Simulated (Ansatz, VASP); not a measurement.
**CoO in two plane-wave programs**

Aim: how closely do two programs agree when they are given the same cell, functional and k mesh? The cell is taken from a series of runs on this material, whose earlier steps may have relaxed, scaled, displaced or heated it; both programs get it as it stands.

Calculated with Ansatz 0.2.0; plane waves, with VASP 6.6.1 beside it; single point at PBE, DFT+U.

## Step 1: The structure

The structure is cubic, space group Fm-3m (No. 225). The conventional cell has a = 4.263 Å, b = 4.263 Å, c = 4.263 Å, α = 90.00°, β = 90.00°, γ = 90.00°. Nearest to Co lie 6 O at 2.13 Å. Nearest to O lie 6 Co at 2.13 Å. Farther neighbours and most contacts between anions are not listed.

## Step 2: Ansatz: single point, PBE, DFT+U, pair 1

Ansatz runs on its default PAW (the set named soft_2) files.

With cell and atoms fixed, the geometry can't cause a difference; cores, projectors, grids and the points listed under the comparison can.

Input file input.yaml:

```yaml
crystal:
  lattice:
    - [0.0, -2.1315, -2.1315]
    - [0.0, 2.1315, -2.1315]
    - [4.263, 0.0, 0.0]
  atoms:
    - { symbol: Co, position: [0.5, 0.5, 0.5], spin: 3.0 }
    - { symbol: Co, position: [0.0, 0.0, 0.0], spin: 3.0 }
    - { symbol: O, position: [0.5, 0.5, 0.0] }
    - { symbol: O, position: [0.0, 0.0, 0.5] }
magnetization:
  spin_polarized: true
kpoints:
  mp_grid: { grid: [9, 9, 6] }
hamiltonian:
  xc: pbe
  hubbard:
    sites:
      - { species: Co, l: d, u_eff: 3.5 }
      - { site: 0, l: d, u_eff: 3.5, starting_ns: [{ spin: up, occupation_matrix: co1_major }, { spin: down, occupation_matrix: co1_minor }] }
      - { site: 1, l: d, u_eff: 3.5, starting_ns: [{ spin: up, occupation_matrix: co1_major }, { spin: down, occupation_matrix: co1_minor }] }
    projectors: ortho-atomic
    occupation_matrices:
      co1_major:
        matrix:
          - [0.997, 0.0, 0.0, 0.0, 0.0]
          - [0.0, 0.999, 0.0, 0.0, 0.0]
          - [0.0, 0.0, 0.999, 0.0, 0.0]
          - [0.0, 0.0, 0.0, 0.997, 0.0]
          - [0.0, 0.0, 0.0, 0.0, 0.999]
      co1_minor:
        matrix:
          - [0.174, -0.069, -0.069, 0.0, -0.138]
          - [-0.069, 0.654, -0.301, -0.12, 0.301]
          - [-0.069, -0.301, 0.654, 0.12, 0.301]
          - [0.0, -0.12, 0.12, 0.174, 0.0]
          - [-0.138, 0.301, 0.301, 0.0, 0.654]
scf:
  occupations: { method: fermi_dirac, width: 0.05 }
output:
  eigenvalues: true
  write_density: true
  write_potential: true
  elf: true
  volumetric_format: npy
```

On the command line:

```sh
ansatz run input.yaml --threads 4 --pin off --max-ram 8192MiB --backend cpu --events-out ev --progress --plain --runs-dir out
```

Numbers of over 12 decimals in the logs are rounded to 6 here.

Output:

```text
Warning: crystal.symmetry: narrowed to the stabiliser of the occupation matrices — unitary ops 32 → 4; lowered by the specified shells (site 0, l: d), (site 1, l: d); largest admitted image defect 4.4e-16, smallest excluded 4.9e-4 — at a rounding scale rather than a splitting's, so precision (not physics) most likely lowered the group: (i) a fixed point transcribed at too few decimals — re-emit the block at full precision (to 7 decimals or more, rounded to nearest) from a symmetrised source (a converged report's `n_mat` / `n_mat_spinor`) (of a frozen-density pass: in the run whose state it reads); [rest of the remark cut]
Engine: ansatz 0.2.0, aarch64-unknown-linux-gnu
Pseudopotentials: kind: paw
Pseudopotential: Co, paw, valence charge 17, recommended cutoff 420 eV (normal), Co.paw.azcp
Pseudopotential: O, paw, valence charge 6, recommended cutoff 420 eV (normal), O.paw.azcp
Functional definition: PBE
  parameter kappa = 0.804
  parameter beta = 0.066725
  exchange = pbe_x(kappa = kappa, mu = beta*pi^2/3)
  correlation = pbe_c(beta = beta)
Crystal: 4 atoms, lattice volume = 38.736 Å³
Basis set: ecut = 420 eV, 727 PW (Γ)
Bands: 32, of which v1, the nominal top of the filled ones, is band 23 counted from 1 (22 counted from 0)
Symmetry: 4 space group operations
k-points: 244 of 486
Non-local potential: Co, projectors of the file, l = 0: 3, l = 1: 2, l = 2: 3, l = 3: 1
Non-local potential: O, projectors of the file, l = 0: 2, l = 1: 2, l = 2: 1
PAW form: soft (Blöchl's): semilocal exchange-correlation on the pseudo side does not see the compensation charge
PAW one-centre angular grid: Co, 590 points (default); XC on 64 Gauss nodes
PAW one-centre angular grid: O, 110 points (default); XC on 64 Gauss nodes
Initial density: superposition of atomic densities (chi_scale 0.1, normalization cell, long waves kept (reshape's long-wave potential 0.00 eV rms))
Starting moments: Σ|m| = 6 μB on 2 of 4 sites
Initial wavefunctions: pseudopotential atomic-orbital guess
Functional: x = pbe(κ = 0.804, μ = 0.219515), c = pbe(β = 0.066725)
SCF iter   1: F=—  HF=-11383.980189 eV  |F-HF|=—  |Δ(HF+E_count)|=         —  Δρ=2.20e-1 (↑7.82e-2 ↓2.20e-1)  dr2=2.45e1  dr2_m=2.17e0  M=4.659 μB ∫|m|=4.661 μB  β_m=0.30  ethr=3.10e-3  ⟨swp⟩=5.6  Hψ=56278  notcnv=0  defer=13
preconditioner: auto → Kerker (q_TF=auto, 2.808 Å⁻¹)  [metal: Δε(μ)=0.001 eV  Ē_g=13.329 eV  σ=0.050 eV  W_gap=0.00  n_scr=14 (ndim 8)  ℏωp=32.7 eV  f_vac=0.000  D(μ)=5.99/eV (n_scr^D=98)]
spin=Collinear: Kerker preconditioning applied to the charge; magnetization (m = ρ↑ − ρ↓) channel mixes plain (no charge-response kernel on spin).
SCF iter   2: F=—  HF=-11381.856926 eV  |F-HF|=—  |Δ(HF+E_count)|=    2.12e0  Δρ=8.34e-2 (↑4.25e-2 ↓8.34e-2)  dr2=9.96e-1  dr2_m=8.31e-1  M=6.000 μB ∫|m|=6.005 μB  β_m=1.00  ethr=3.10e-3  ⟨swp⟩=3.0  Hψ=36567  notcnv=0  defer=1073
preconditioner: auto → none  [insulator: Δε(μ)=0.925 eV  Ē_g=13.260 eV  σ=0.050 eV  W_gap=1.00  n_scr=14 (ndim 8)  ℏωp=32.7 eV  f_vac=0.000  D(μ)=0.00/eV (n_scr^D=0)  ε∞_Penn≈7.1]
SCF iter   3: F=—  HF=-11382.046228 eV  |F-HF|=—  |Δ(HF+E_count)|=   1.89e-1  Δρ=3.02e-2 (↑3.02e-2 ↓2.85e-2)  dr2=2.93e-1  dr2_m=5.53e-3  M=6.000 μB ∫|m|=6.015 μB  β_m=1.00  ethr=2.17e-3  ⟨swp⟩=2.8  Hψ=32466  notcnv=0  defer=1508
SCF iter   4: F=—  HF=-11382.343292 eV  |F-HF|=—  |Δ(HF+E_count)|=   2.97e-1  Δρ=1.18e-2 (↑1.18e-2 ↓1.05e-2)  dr2=3.93e-2  dr2_m=1.74e-3  M=6.000 μB ∫|m|=6.017 μB  β_m=0.30  ethr=6.37e-4  ⟨swp⟩=2.1  Hψ=23931  notcnv=0  defer=1508
Mixer restart at iter 4: flushing history
spin-set hold released at iteration 4 (site moments contracting): the magnetisation degrees of freedom join the quasi-Newton model from the next iteration; the mixer history was flushed
SCF iter   5: F=—  HF=-11382.504979 eV  |F-HF|=—  |Δ(HF+E_count)|=   1.62e-1  Δρ=8.43e-3 (↑8.43e-3 ↓8.10e-3)  dr2=1.94e-2  dr2_m=1.62e-3  M=6.000 μB ∫|m|=6.017 μB  β_m=0.64  ethr=8.53e-5  ⟨swp⟩=2.5  Hψ=27489  notcnv=0  defer=1504
SCF iter   6: F=—  HF=-11382.730940 eV  |F-HF|=—  |Δ(HF+E_count)|=   2.26e-1  Δρ=1.63e-2 (↑1.16e-2 ↓1.63e-2)  dr2=2.25e-1  dr2_m=2.52e-3  M=6.000 μB ∫|m|=6.014 μB  β_m=0.47  ethr=4.22e-5  ⟨swp⟩=2.7  Hψ=30352  notcnv=0  defer=1504
SCF iter   7: F=—  HF=-11382.680818 eV  |F-HF|=—  |Δ(HF+E_count)|=   5.01e-2  Δρ=1.73e-3 (↑1.00e-3 ↓1.73e-3)  dr2=1.54e-3  dr2_m=1.66e-4  M=6.000 μB ∫|m|=6.015 μB  β_m=0.60  ethr=4.22e-5  ⟨swp⟩=2.4  Hψ=33293  notcnv=0  defer=1626
SCF iter   8: F=—  HF=-11382.680940 eV  |F-HF|=—  |Δ(HF+E_count)|=   1.22e-4  Δρ=7.89e-4 (↑4.50e-4 ↓7.89e-4)  dr2=2.26e-4  dr2_m=4.37e-5  M=6.000 μB ∫|m|=6.015 μB  β_m=0.58  ethr=3.34e-6  ⟨swp⟩=2.1  Hψ=20167  notcnv=0  defer=1626
SCF iter   9: F=—  HF=-11382.680943 eV  |F-HF|=—  |Δ(HF+E_count)|=   2.75e-6  Δρ=3.84e-4 (↑6.81e-5 ↓3.84e-4)  dr2=1.01e-5  dr2_m=1.60e-5  M=6.000 μB ∫|m|=6.015 μB  β_m=0.79  ethr=4.92e-7  ⟨swp⟩=2.0  Hψ=24038  notcnv=0  defer=1626
SCF iter  10: F=—  HF=-11382.681001 eV  |F-HF|=—  |Δ(HF+E_count)|=   5.86e-5  Δρ=2.29e-4 (↑1.09e-4 ↓2.29e-4)  dr2=1.15e-5  dr2_m=4.44e-6  M=6.000 μB ∫|m|=6.015 μB  β_m=0.89  ethr=2.20e-8  ⟨swp⟩=2.0  Hψ=25202  notcnv=0  defer=1626
SCF iter  11: F=—  HF=-11382.681020 eV  |F-HF|=—  |Δ(HF+E_count)|=   1.85e-5  Δρ=3.34e-5 (↑4.82e-6 ↓3.34e-5)  dr2=3.61e-7  dr2_m=1.10e-7  M=6.000 μB ∫|m|=6.015 μB  β_m=0.95  ethr=2.20e-8  ⟨swp⟩=2.0  Hψ=25214  notcnv=0  defer=1626
SCF iter  12: F=-11382.681020 eV  HF=-11382.681020 eV  |F-HF|=1.32e-9  |Δ(HF+E_count)|=   4.11e-8  Δρ=4.62e-6 (↑1.53e-6 ↓4.62e-6)  dr2=2.32e-9  dr2_m=2.70e-9  M=6.000 μB ∫|m|=6.015 μB  ethr=2.17e-10  ⟨swp⟩=8.1  Hψ=54651  notcnv=0
SCF 1 converged in 12 iterations: F = -11382.681020 eV  dr2 = 2.32e-9
  greatest PAW one-centre occupation: 1.004 electrons in one spin orbital (limit 2), on the Co atom at site 1 (counted from 0), in its partial waves of l = 1
SCF converged after 12 iterations
Magnetization: 6.0000 μB (26.0000 up, 20.0000 down)
Absolute magnetization: 6.0116 μB (∫|ρ↑−ρ↓|, with the PAW one-centre terms)
Spin contamination: 0.0064 ħ² per cell (⟨S²⟩ above its minimum at these occupations)
Per-site moments (μB) at R_I (Å): [(2.604286, 0.87924375), (2.604286, 0.87924375), (0.226268, 0.87924375), (0.226268, 0.87924375)]
Free energy (F): -11382.681020 eV
Harris-Foulkes:  -11382.681020 eV  (|F-HF|=1.32e-9)
Internal energy: -11382.681020 eV  (E = F + TS)
E sigma→0 (E₀):  -11382.681020 eV
Entropy (-TS):   -0.000000 eV (-0.000 meV/atom)
Fermi energy:    14.146056 eV
--- Per-component energies (eV) ---
  E_band       = -636.994738
  E_kinetic    = 1234.545529
  E_local      = -6871.045160  (includes V_loc(G=0)·N_el)
  E_nonlocal   = 1029.502668
  E_hartree    = 2819.263862
  E_xc         = -457.661649
  E_vxc        = -588.087975  (∫ρ·V_xc dr)
  E_hubbard    = 1.120037  (on-site DFT+U / exact-exchange correction)
  E_vhub       = -23.308982  (the Hubbard potential's part of the band-sum identity)
  E_paw        = -3354.281247  (= ΣΔE_a)
  E_vpaw       = -1057.132145  (= ΣTr[D̂ρ^β])
  E_aug_tail   = 0.005071  (compensation charges beyond the density's cutoff)
  E_ewald      = -5784.130132
  E_smearing   = -0.000000  (= −TS)
  E_closure    = 0.000000  (closes the sum)
  Σ components = -11382.681020   (vs F -11382.681020, Δ=0.00e0)
--- Specified on-site occupations, and those of the state reported ---
  electrons in the specified blocks: 14.6020 specified, 14.5995 found
  site 1 (l=d) ↓: largest change of an orbital's occupation 0.0010; electrons 2.3100 specified, 2.3098 found; spectral distance 0.0013
  site 0 (l=d) ↓: largest change of an orbital's occupation 0.0010; electrons 2.3100 specified, 2.3098 found; spectral distance 0.0013
  site 0 (l=d) ↑: largest change of an orbital's occupation 0.0006; electrons 4.9910 specified, 4.9899 found; spectral distance 0.0010
  site 1 (l=d) ↑: largest change of an orbital's occupation 0.0006; electrons 4.9910 specified, 4.9899 found; spectral distance 0.0010
--- Band table (eV; the first three rows and the last of 488) ---
  k-point 0 ↑: bands = [... 19 lower, 9.6580, 9.7866, 9.8355, 10.2310, 11.0445, 11.1085, 11.1086, 14.8020, ... 5 higher]
  k-point 1 ↑: bands = [... 19 lower, 9.5191, 10.0421, 10.2148, 10.5942, 11.0656, 11.1250, 11.1876, 15.5348, ... 5 higher]
  k-point 2 ↑: bands = [... 19 lower, 9.1946, 10.6359, 10.7074, 11.0273, 11.0743, 11.1469, 11.3091, 17.1127, ... 5 higher]
  k-point 243 ↓: bands = [... 19 lower, 12.1563, 15.5884, 15.6312, 16.3452, 16.4162, 17.1280, 17.1454, 20.3770, ... 5 higher]
Occupation matrices written to <dir>
```

The column dr2 measures how far the density is from self-consistency, as an energy; F and HF (Harris–Foulkes) agree once it is small.

(Part 1 of 3 ends here.)

[Lines on the potential files, build, host, timing and source positions are cut from VASP's logs without a mark.]

[Logs are printed without paths, hosts, clocks, repeated set-up lines and the standing remarks that a program may print on its own settings, such as how far it seeks lower states.]

[Hosts, paths, dates, database ids (printed as entryN), source tags and the programs' standing remarks are cut or masked in the printed files.]
